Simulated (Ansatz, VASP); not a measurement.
# Cu (Cu(110)): VASP beside Ansatz

Wanted: the spread between two codes on one cell, functional and k mesh.

Main program and level: Ansatz 0.2.0; plane waves, with VASP 6.6.1 beside it; single point at PBEsol, single point at LDA and single point at RPBE.

## Step 1: The structure

The cell holds 7 atoms: 7 Cu. Its edges and angles: a = 3.610 Å, b = 2.553 Å, c = 31.658 Å, α = 90.0°, β = 90.0°, γ = 90.0°. Vacuum lies along c.

As a file:

```xyz
7
Lattice="3.6100 0.0000 0.0000 0.0000 2.5527 0.0000 0.0000 0.0000 31.6580" Properties=species:S:1:pos:R:3
Cu    0.0000    0.0000   12.0000
Cu    1.8050    1.2763   13.2763
Cu    0.0000    0.0000   14.5527
Cu    1.8050    1.2763   15.8290
Cu    0.0000    0.0000   17.1053
Cu    1.8050    1.2763   18.3816
Cu    0.0000    0.0000   19.6580
```

## Step 2: VASP: single point, PBEsol

With cell and atoms fixed, the geometry can't cause a difference; cores, projectors, grids and the points listed under the comparison can.

Lines of VASP's logs that name or quote its potential files are left out, and so is its time.

INCAR

```
SYSTEM = Cu
PREC = Normal
ENCUT = 360
EDIFF = 1E-06
NELM = 120
ISMEAR = 1
SIGMA = 0.1
LREAL = .FALSE.
ALGO = Normal
GGA = PS
NBANDS = 47
LORBIT = 11
LWAVE = .FALSE.
LCHARG = .FALSE.
KPAR = 4
IDIPOL = 3
LDIPOL = .TRUE.
DIPOL = 0.5 0.5 0.5
LVHAR = .TRUE.
LVACPOTAV = .TRUE.
```

POSCAR

```
Cu
1.0
    3.6100000000      0.0000000000      0.0000000000
    0.0000000000      2.5526554801      0.0000000000
    0.0000000000      0.0000000000     31.6579664403
Cu
7
Direct
    0.0000000000      0.0000000000      0.3790515105
    0.5000000000      0.5000000000      0.4193676737
    0.0000000000      0.0000000000      0.4596838368
    0.5000000000      0.5000000000      0.5000000000
    0.0000000000      0.0000000000      0.5403161632
    0.5000000000      0.5000000000      0.5806323263
    0.0000000000      0.0000000000      0.6209484895
```

KPOINTS

```
Automatic mesh
0
Gamma
7 10 1
0 0 0
```

Potentials, in the order of the species: Cu (PBE family, release 64).

Command:

```console
$ mpirun -np 4 vasp_std
```

Numbers of over 12 decimals in the logs are rounded to 6 here.

The log of the run:

```text
[banner, memory and clock lines left out]
running    4 mpi-ranks, on    1 nodes
 distrk:  each k-point on    1 cores,    4 groups
 distr:  one band on    1 cores,    1 groups

 POSCAR found type information on POSCAR Cu
 POSCAR found :  1 types and       7 ions
|                                                                             |
|               ----> ADVICE to this user running VASP <----                  |
|                                                                             |
|     You enforced a specific xc type in the INCAR file but a different       |
|     [... a line on the potential file left out ...]
|     I HOPE YOU KNOW WHAT YOU ARE DOING!                                     |
|                                                                             |

 LDA part: xc-table for (Slater+PW92), standard interpolation
 POSCAR, INCAR and KPOINTS ok, starting setup
 FFT: planning ... GRIDC
 FFT: planning ... GRID_SOFT
 FFT: planning ... GRID
 WAVECAR not read
 entering main loop
       N       E                     dE             d eps       ncg     rms          rms(c)
DAV:   1     0.609363137433E+03    0.60936E+03   -0.26337E+04  2256   0.143E+03
DAV:   2     0.164069087043E+02   -0.59296E+03   -0.57363E+03  2270   0.363E+02
DAV:   3    -0.327227326640E+02   -0.49130E+02   -0.46680E+02  2487   0.160E+02
DAV:   4    -0.345618841698E+02   -0.18392E+01   -0.18214E+01  2516   0.389E+01
DAV:   5    -0.346188049762E+02   -0.56921E-01   -0.56896E-01  2824   0.509E+00    0.208E+01
DAV:   6    -0.309111531293E+02    0.37077E+01   -0.79016E+01  2518   0.137E+02    0.114E+01
DAV:   7    -0.279029927397E+02    0.30082E+01   -0.15114E+01  2662   0.822E+01    0.321E+00
DAV:   8    -0.279165767954E+02   -0.13584E-01   -0.25736E+00  2731   0.392E+01    0.917E-01
DAV:   9    -0.279352778104E+02   -0.18701E-01   -0.75434E-01  2716   0.118E+01    0.168E+00
DAV:  10    -0.279122149841E+02    0.23063E-01   -0.10442E-01  2513   0.106E+01    0.117E+00
DAV:  11    -0.278941624219E+02    0.18053E-01   -0.16133E-01  2475   0.732E+00    0.314E-01
DAV:  12    -0.278936418911E+02    0.52053E-03   -0.19800E-02  2732   0.288E+00    0.280E-01
DAV:  13    -0.278920401833E+02    0.16017E-02   -0.65825E-03  2620   0.192E+00    0.104E-01
DAV:  14    -0.278919194204E+02    0.12076E-03   -0.19806E-03  2655   0.753E-01    0.404E-02
[...]
DAV:  19    -0.278925287796E+02   -0.70322E-04   -0.19637E-05  2718   0.928E-02    0.344E-03
DAV:  20    -0.278925844044E+02   -0.55625E-04   -0.14312E-05  2495   0.581E-02    0.808E-03
DAV:  21    -0.278925988321E+02   -0.14428E-04   -0.73750E-06  2520   0.560E-02    0.172E-03
DAV:  22    -0.278926121633E+02   -0.13331E-04   -0.15106E-06  1470   0.196E-02    0.312E-03
DAV:  23    -0.278926215965E+02   -0.94332E-05   -0.14247E-06  1552   0.183E-02    0.922E-04
DAV:  24    -0.278926246644E+02   -0.30679E-05   -0.23056E-07  1521   0.830E-03    0.428E-04
DAV:  25    -0.278926264771E+02   -0.18127E-05   -0.64483E-08  1479   0.403E-03    0.151E-04
DAV:  26    -0.278926271060E+02   -0.62887E-06   -0.32738E-08  1429   0.227E-03
|                                                                             |
|           W    W    AA    RRRRR   N    N  II  N    N   GGGG   !!!           |
|           W    W   A  A   R    R  NN   N  II  NN   N  G    G  !!!           |
|           W    W  A    A  R    R  N N  N  II  N N  N  G       !!!           |
|           W WW W  AAAAAA  RRRRR   N  N N  II  N  N N  G  GGG   !            |
|           WW  WW  A    A  R   R   N   NN  II  N   NN  G    G                |
|           W    W  A    A  R    R  N    N  II  N    N   GGGG   !!!           |
|                                                                             |
|     Did not find any points to average over, which means that no vacuum     |
|     field-free region was found. Please increase the size of  your cell     |
|     in the dimension of the dipole correction to obtain accurate            |
|     workfunction values.                                                    |
|                                                                             |

   1 F= -.27892627E+02 E0= -.27892680E+02  d E =0.158435E-03
```

From OUTCAR (step 2):

```text
ion  position               nearest neighbor table
   1  0.000  0.000  0.379-   3 2.55   2 2.55   2 2.55   2 2.55   2 2.55
   2  0.500  0.500  0.419-   3 2.55   3 2.55   3 2.55   3 2.55   4 2.55   1 2.55   1 2.55   1 2.55
                             1 2.55
   3  0.000  0.000  0.460-   2 2.55   2 2.55   2 2.55   2 2.55   1 2.55   4 2.55   4 2.55   4 2.55
                             4 2.55   5 2.55
   4  0.500  0.500  0.500-   2 2.55   6 2.55   5 2.55   3 2.55   3 2.55   5 2.55   3 2.55   5 2.55
                             3 2.55   5 2.55
   5  0.000  0.000  0.540-   6 2.55   6 2.55   6 2.55   6 2.55   7 2.55   4 2.55   4 2.55   4 2.55
                             4 2.55   3 2.55
   6  0.500  0.500  0.581-   5 2.55   5 2.55   5 2.55   5 2.55   4 2.55   7 2.55   7 2.55   7 2.55
                             7 2.55
   7  0.000  0.000  0.621-   5 2.55   6 2.55   6 2.55   6 2.55   6 2.55

  LATTYP: Found a simple orthorhombic cell.
 ALAT       =     2.5526554801
 B/A-ratio  =     1.4142135624
 C/A-ratio  =    12.4019738218

 Subroutine GETGRP returns: Found  8 space group operations
 (whereof  8 operations were pure point group operations)

The static configuration has the point symmetry D_2h.

 Found     24 irreducible k-points:

   k-points           NKPTS =     24   k-points in BZ     NKDIM =     24   number of bands    NBANDS=     47

   dimension x,y,z NGX =    18 NGY =   12 NGZ =  150
   dimension x,y,z NGXF=    36 NGYF=   24 NGZF=  300

   ENCUT  =  360.0 eV  26.46 Ry    5.14 a.u.   5.58  3.95 48.98*2*pi/ulx,y,z

   NELECT =      77.0000    total number of electrons

 k-points in reciprocal lattice and weights: Automatic mesh
   0.00000000  0.00000000  0.00000000       0.014
   0.14285714  0.00000000  0.00000000       0.029
   0.28571429  0.00000000  0.00000000       0.029
   0.42857143  0.00000000  0.00000000       0.029
   0.00000000  0.10000000  0.00000000       0.029
   0.14285714  0.10000000  0.00000000       0.057
   0.28571429  0.10000000  0.00000000       0.057
   0.42857143  0.10000000  0.00000000       0.057
   0.00000000  0.20000000  0.00000000       0.029
[...]
0.28571429  0.50000000  0.00000000       0.029
   0.42857143  0.50000000  0.00000000       0.029

 dipolmoment           0.000000      0.000000      0.000000 electrons x Angstroem

 average (electrostatic) potential at core
       1 -71.4954       2 -71.9342       3 -71.9343       4 -71.9878       5 -71.9343
       6 -71.9342       7 -71.4954

 E-fermi :  -0.9885

 k-point     1 :       0.0000    0.0000    0.0000
  band No.  band energies     occupation
    ...
     35      -2.5919      2.00000
     36      -2.5529      2.00000
     37      -2.4432      2.00000
     38      -2.4035      2.00000
     39      -2.0883      2.00000
     40      -0.6970     -0.00030
     41       1.2550      0.00000
     42       1.3101      0.00000
     43       2.9329      0.00000
     44       3.0465      0.00000
    ...

 k-point     2 :       0.1429    0.0000    0.0000
  band No.  band energies     occupation
    ...
     35      -2.5596      2.00000
     36      -2.5590      2.00000
     37      -2.4447      2.00000
     38      -2.4406      2.00000
     39      -2.0571      2.00000
     40      -0.5866     -0.00000
     41      -0.0548     -0.00000
     42       1.2957      0.00000
     43       1.6081      0.00000
     44       2.9753      0.00000
    ...

 k-point     3 :       0.2857    0.0000    0.0000
  band No.  band energies     occupation
    ...
     36      -2.5119      2.00000
     37      -2.4804      2.00000
     38      -2.4618      2.00000
     39      -1.9526      2.00000
     40      -1.8521      2.00000
     41      -0.6689     -0.00006
     42      -0.3199     -0.00000
     43       0.9357     -0.00000
     44       1.4332      0.00000
     45       3.7539      0.00000
    ...

  Total       -5.5753341     -4.1535085     -3.9819520     -0.0000000      0.0000000      0.0000000
  in kB      -30.6195681    -22.8109446    -21.8687615     -0.0000000      0.0000000      0.0000000
  external PRESSURE =     -25.0997580 kB  Pullay stress =       0.0000000 kB

  energy-cutoff  :      360.00
  volume of cell :      291.73
      direct lattice vectors                 reciprocal lattice vectors
     3.610000000  0.000000000  0.000000000     0.277008310  0.000000000  0.000000000
     0.000000000  2.552655480  0.000000000     0.000000000  0.391748909  0.000000000
     0.000000000  0.000000000 31.657966440     0.000000000  0.000000000  0.031587626

 POSITION                                       TOTAL-FORCE (eV/Angst)
 -----------------------------------------------------------------------------------
      0.00000      0.00000     12.00000         0.000000     -0.000000      0.673012
      1.80500      1.27633     13.27633         0.000000     -0.000000     -0.271149
      0.00000      0.00000     14.55266        -0.000000      0.000000      0.007562
      1.80500      1.27633     15.82898         0.000000     -0.000000      0.000000
      0.00000      0.00000     17.10531         0.000000     -0.000000     -0.007562
      1.80500      1.27633     18.38164         0.000000     -0.000000      0.271149
      0.00000      0.00000     19.65797         0.000000     -0.000000     -0.673012
 -----------------------------------------------------------------------------------
    total drift:                                0.000000      0.000000     -0.000000

  FREE ENERGIE OF THE ION-ELECTRON SYSTEM (eV)
  ---------------------------------------------------
  free  energy   TOTEN  =       -27.8926271060 eV

  energy  without entropy=      -27.8927855411  energy(sigma->0) =      -27.89267992

 vacuum level on the upper side and lower side of the slab         3.339         3.339

 total charge
# of ion       s       p       d       tot
------------------------------------------
    1        0.441   0.226   9.214   9.880
    2        0.447   0.363   9.161   9.971
    3        0.450   0.384   9.169  10.003
    4        0.450   0.394   9.158  10.002
    5        0.450   0.384   9.169  10.003
    6        0.447   0.363   9.161   9.971
    7        0.441   0.226   9.214   9.880
--------------------------------------------------
tot          3.125   2.340  64.246  69.711

[... 3 further parts left out ...]
```

## Step 3: Ansatz: single point, PBEsol

Ansatz runs on its default PAW (the set named soft_2) files.

The same cell, functional, mesh and smearing now go to Ansatz, which takes its cutoff from its data sets.

input.yaml

```yaml
crystal:
  lattice:
    - [3.61, 0.0, 0.0]
    - [0.0, 2.5526554801, 0.0]
    - [0.0, 0.0, 31.6579664403]
  atoms:
    - { symbol: Cu, position: [0.0, 0.0, 0.3790515105] }
    - { symbol: Cu, position: [0.5, 0.5, 0.4193676737] }
    - { symbol: Cu, position: [0.0, 0.0, 0.4596838368] }
    - { symbol: Cu, position: [0.5, 0.5, 0.5] }
    - { symbol: Cu, position: [0.0, 0.0, 0.5403161632] }
    - { symbol: Cu, position: [0.5, 0.5, 0.5806323263] }
    - { symbol: Cu, position: [0.0, 0.0, 0.6209484895] }
hamiltonian:
  xc: pbesol
  pseudopotentials: { kind: paw }
kpoints:
  mp_grid: { grid: [7, 10, 1] }
scf:
  occupations: { method: methfessel_paxton, width: 0.1 }
  n_extra_bands: 5
efield:
  axis: 3
  dipole_correction: true
  ramp_width: 0.04
output:
  forces: true
  eigenvalues: true
  write_density: true
  write_potential: true
  elf: true
  volumetric_format: npy
```

Command:

```console
$ ansatz run input.yaml --threads 4 --pin off --max-ram 9216MiB --backend cpu --events-out ev --progress --plain --runs-dir out
```

The log of the run:

```text
scf.n_extra_bands = 5 over 67 filled bands (N_el = 133.0): the run solves 72 bands
Engine: ansatz 0.2.0, aarch64-unknown-linux-gnu
Pseudopotentials: kind: paw
Pseudopotential: Cu, paw, valence charge 19, recommended cutoff 420 eV (normal), Cu.paw.azcp
Functional definition: PBEsol
  exchange = pbesol_x
  correlation = pbesol_c
Crystal: 7 atoms, lattice volume = 291.731 Å³
Basis set: ecut = 420 eV, 5721 PW (Γ), exchange–correlation on 50×36×432 points (8 copies of the dense FFT grid, shifted against one another)
Bands: 72, of which v1, the nominal top of the filled ones, is band 67 counted from 1 (66 counted from 0)
Symmetry: 4 space group operations
k-points: 24 of 70
Non-local potential: Cu, projectors of the file, l = 0: 3, l = 1: 2, l = 2: 3, l = 3: 1
PAW form: soft (Blöchl's): semilocal exchange-correlation on the pseudo side does not see the compensation charge
PAW frozen core: Cu, regenerated for the run's functional, and the local potential with it (the file was generated under x = pbe(κ = 0.804, μ = 0.219515), c = pbe(β = 0.066725))
PAW one-centre angular grid: Cu, 590 points (default); XC on 64 Gauss nodes
Initial density: superposition of atomic densities (neutral atoms: chi_scale 0, normalization atom), corrected by the library's trained network
Initial wavefunctions: pseudopotential atomic-orbital guess
Functional: x = pbesol(κ = 0.804, μ = 0.123457), c = pbesol(β = 0.046)
SCF iter   1: F=—  HF=-46119.078068 eV  |F-HF|=—  |Δ(HF+E_count)|=         —  Δρ=1.09e-2  dr2=1.94e-1  ethr=1.77e-3  p=0.000 e·Å  D=4.33e-13 V/Å  ΔV_dip=-0.00 eV  dr2_dipole=4.35e-8  V_vac-E_F(+/−)=4.32/4.32 eV  ⟨swp⟩=7.2  Hψ=7491  notcnv=0
efield: sawtooth ramp at fractional position 0.9800 (placed from the atoms, in the widest stretch of the axis that holds none; the zero of the levels goes with the place), width 0.0400; the density the first Hamiltonian is built on has a dipole p = 0.000 e·Å; the dipole correction subtracts the counter field D = 4.33e-13 V/Å, which shifts the + side's vacuum level by -0.00 eV against the − side's; the planar-averaged density in the ramp window peaks in size at 5.1e-6 e/Å³
preconditioner: auto → LDOS  [metal: Δε(μ)=0.047 eV  Ē_g=5.291 eV  σ=0.100 eV  W_gap=0.38  n_scr=58 (ndim 8)  ℏωp=19.1 eV  f_vac=0.673  D(μ)=2.73/eV (n_scr^D=12)  β→1.0]
SCF iter   2: F=—  HF=-46119.469404 eV  |F-HF|=—  |Δ(HF+E_count)|=   3.91e-1  S|Δr|=    0.00e0  Δρ=3.23e-2  dr2=1.69e0  ethr=1.46e-4  p=-0.000 e·Å  D=-1.13e-5 V/Å  ΔV_dip=0.00 eV  dr2_dipole=7.07e-8  V_vac-E_F(+/−)=4.43/4.43 eV  ⟨swp⟩=3.0  Hψ=4502  notcnv=0  defer=21
SCF iter   3: F=—  HF=-46119.046312 eV  |F-HF|=—  |Δ(HF+E_count)|=   4.23e-1  S|Δr|=    0.00e0  Δρ=4.25e-3  dr2=3.58e-2  ethr=1.46e-4  p=-0.000 e·Å  D=-8.14e-6 V/Å  ΔV_dip=0.00 eV  dr2_dipole=2.33e-8  V_vac-E_F(+/−)=4.35/4.35 eV  ⟨swp⟩=2.9  Hψ=3749  notcnv=0  defer=21
SCF iter   4: F=—  HF=-46119.040730 eV  |F-HF|=—  |Δ(HF+E_count)|=   5.58e-3  S|Δr|=    0.00e0  Δρ=1.74e-3  dr2=5.57e-3  ethr=2.69e-5  p=-0.000 e·Å  D=-5.05e-6 V/Å  ΔV_dip=0.00 eV  dr2_dipole=9.92e-9  V_vac-E_F(+/−)=4.34/4.34 eV  ⟨swp⟩=2.0  Hψ=3398  notcnv=0  defer=19
SCF iter   5: F=—  HF=-46119.039823 eV  |F-HF|=—  |Δ(HF+E_count)|=   9.07e-4  S|Δr|=    0.00e0  Δρ=4.36e-4  dr2=3.77e-4  ethr=4.19e-6  p=-0.000 e·Å  D=-2.16e-6 V/Å  ΔV_dip=0.00 eV  dr2_dipole=9.02e-10  V_vac-E_F(+/−)=4.35/4.35 eV  ⟨swp⟩=2.0  Hψ=2575  notcnv=0  defer=19
SCF iter   6: F=—  HF=-46119.039764 eV  |F-HF|=—  |Δ(HF+E_count)|=   5.91e-5  S|Δr|=    0.00e0  Δρ=8.58e-5  dr2=1.88e-5  ethr=2.83e-7  p=-0.000 e·Å  D=-1.93e-6 V/Å  ΔV_dip=0.00 eV  dr2_dipole=6.41e-10  V_vac-E_F(+/−)=4.35/4.35 eV  ⟨swp⟩=2.6  Hψ=2821  notcnv=0  defer=19
SCF iter   7: F=—  HF=-46119.039842 eV  |F-HF|=—  |Δ(HF+E_count)|=   7.84e-5  S|Δr|=    0.00e0  Δρ=5.30e-5  dr2=8.15e-6  ethr=1.41e-8  p=-0.000 e·Å  D=-1.15e-6 V/Å  ΔV_dip=0.00 eV  dr2_dipole=1.55e-10  V_vac-E_F(+/−)=4.35/4.35 eV  ⟨swp⟩=2.0  Hψ=2611  notcnv=0  defer=19
SCF iter   8: F=—  HF=-46119.039849 eV  |F-HF|=—  |Δ(HF+E_count)|=   6.62e-6  S|Δr|=    0.00e0  Δρ=2.31e-5  dr2=1.18e-6  ethr=6.13e-9  p=-0.000 e·Å  D=-3.21e-7 V/Å  ΔV_dip=0.00 eV  dr2_dipole=1.55e-11  V_vac-E_F(+/−)=4.36/4.36 eV  ⟨swp⟩=2.0  Hψ=2606  notcnv=0  defer=19
SCF iter   9: F=—  HF=-46119.039850 eV  |F-HF|=—  |Δ(HF+E_count)|=   8.17e-7  S|Δr|=    0.00e0  Δρ=1.40e-5  dr2=4.43e-7  ethr=8.84e-10  p=-0.000 e·Å  D=-1.89e-7 V/Å  ΔV_dip=0.00 eV  dr2_dipole=7.25e-13  V_vac-E_F(+/−)=4.36/4.36 eV  ⟨swp⟩=2.4  Hψ=2964  notcnv=0  defer=19
SCF iter  10: F=-46119.039850 eV  HF=-46119.039850 eV  |F-HF|=2.17e-7  |Δ(HF+E_count)|=   1.73e-7  S|Δr|=    0.00e0  Δρ=5.56e-6  dr2=8.90e-8  ethr=7.52e-11  p=-0.000 e·Å  D=-9.29e-8 V/Å  ΔV_dip=0.00 eV  dr2_dipole=1.97e-13  V_vac-E_F(+/−)=4.36/4.36 eV  ⟨swp⟩=12.5  Hψ=14993  notcnv=0
SCF 1 converged in 10 iterations: F = -46119.039850 eV  dr2 = 8.90e-8
  greatest PAW one-centre occupation: 1.000 electrons in one spin orbital (limit 2), on the Cu atom at site 6 (counted from 0), in its partial waves of l = 0
WARN: The output density's exchange-correlation potential varies sharply where the density is thin. Do not read a vacuum level from v_tot or v_xc, or from such a field of the output density. On a cell that repeats whose density bears no net charge and no dipole along the vacuum's axis use v_es (v_loc + v_h of the components); under efield.dipole_correction with no amplitude use v_es + v_field, which holds any externa [...]
SCF converged after 10 iterations
Stability not checked: this state was not tested for a lower state beside it, because cold or Methfessel-Paxton smearing, or corrected tetrahedra, fill the levels in a way that the test cannot read (fill_not_monotonic; see scf.lower_state_search)
Free energy (F): -46119.039850 eV
Harris-Foulkes:  -46119.039850 eV  (|F-HF|=2.17e-7)
Internal energy: -46119.040127 eV  (E = F + TS)
E sigma→0 (E₀):  -46119.039919 eV
Entropy (-TS):   0.000277 eV (0.040 meV/atom)
Fermi energy:    1.601892 eV
Dipole field:    D = 0.000000 V/Å  (p = 0.000001 e·Å, saw-weighted, corrected)
Work function:   Φ+ = 4.3568 eV   Φ− = 4.3568 eV
Levels:          The Fermi level and band energies are counted from a zero that moves with the ramp; work functions are not
--- Per-component energies (eV) ---
  E_band       = -4497.007323
  E_kinetic    = 2098.038251
  E_local      = -502954.160373  (includes V_loc(G=0)·N_el)
  E_nonlocal   = 2753.179665
  E_hartree    = 248786.731149
  E_xc         = -617.504296
  E_vxc        = -800.108123  (∫ρ·V_xc dr)
  E_paw        = -11395.936184  (= ΣΔE_a)
  E_vpaw       = -3167.555554  (= ΣTr[D̂ρ^β])
  E_aug_tail   = 0.001740  (compensation charges beyond the density's cutoff)
  E_efield     = 0.000000  (sawtooth field / dipole correction)
  E_vefield    = 0.000000  (∫n·V_field dr)
  E_ewald      = 215209.166506
  E_core_change = 1.443415  (= ΣΔE_core)
  E_smearing   = 0.000277  (= −TS)
  E_closure    = -0.000000  (closes the sum)
  Σ components = -46119.039850   (vs F -46119.039850, Δ=0.00e0)
--- Forces (eV/Å), atoms counted from 1 ---
  atom   1  Cu     0.00000000     0.00000000     0.71705110
  atom   2  Cu    -0.00000000     0.00000000    -0.26404761
  atom   3  Cu     0.00000000     0.00000000     0.01560858
  atom   4  Cu    -0.00000000     0.00000000    -0.00000015
  atom   5  Cu    -0.00000000     0.00000000    -0.01560879
  atom   6  Cu     0.00000000     0.00000000     0.26404725
  atom   7  Cu    -0.00000000     0.00000000    -0.71705146
  max |Σ_I F_I| component: 1.08e-6 eV/Å
--- Band table (eV; the first three rows and the last of 24) ---
  k-point 0: bands = [... 63 lower, 0.0699, 0.1820, 0.2240, 0.5211, 1.9017, 3.8128, 3.9113, 5.5833, ... 1 higher]
  k-point 1: bands = [... 63 lower, 0.0398, 0.0845, 0.2106, 0.6249, 2.1104, 4.1462, 4.3190, 5.8090, ... 1 higher]
  k-point 2: bands = [... 63 lower, 0.0462, 0.1723, 0.1803, 0.9201, 2.6996, 4.8003, 5.5745, 6.4665, ... 1 higher]
  k-point 23: bands = [... 63 lower, 1.4452, 1.5643, 3.0201, 3.2337, 4.8960, 5.2037, 5.7064, 5.7513, ... 1 higher]
```

Elapsed: 21 s, on 4 threads of Arm Neoverse V2, shared host; peak memory 0.93 GiB; 81 s of CPU time.

The column dr2 measures how far the density is from self-consistency, as an energy; F and HF (Harris–Foulkes) agree once it is small.

(Part 1 of 2 ends here.)

[Lines on the potential files, build, host, timing and source positions are cut from VASP's logs without a mark.]

[Logs are printed without paths, hosts, clocks, repeated set-up lines and the standing remarks that a program may print on its own settings, such as how far it seeks lower states.]

[Hosts, paths, dates, database ids (printed as entryN), source tags and the programs' standing remarks are cut or masked in the printed files.]
